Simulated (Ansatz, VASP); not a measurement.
**Zn2C: VASP beside Ansatz**

```
CELL_PARAMETERS angstrom
0.00000 2.68107 2.68107
2.68107 0.00000 2.68107
2.68107 2.68107 0.00000
ATOMIC_POSITIONS crystal
C 0.00000 0.00000 0.00000
Zn 0.25000 0.25000 0.25000
Zn 0.75000 0.75000 0.75000
```

Change from the starting cell: hydrostatic strain +4.0%.

Alike in both runs: task single point; functional r2SCAN; k mesh 8 × 8 × 8; occupations fermi-dirac, width 0.02 eV; no spin polarisation.

```csv
,VASP,Ansatz
version,VASP 6.6.1,Ansatz 0.2.0
potentials or method,"VASP PAW PBE potentials, release 64 (C, Zn)","plane waves, PAW"
plane-wave cutoff (eV),520,500
valence electrons in the cell,28,28
```

```tsv
	VASP	Ansatz	Ansatz less VASP
pressure (GPa)	-12.7	-13.2	-0.46
```

With one functional, cell and mesh, what is left measures potentials, basis and numerics.

Caveats: the PAW data sets were made with another functional, which shifts forces and pressure a little (VASP).
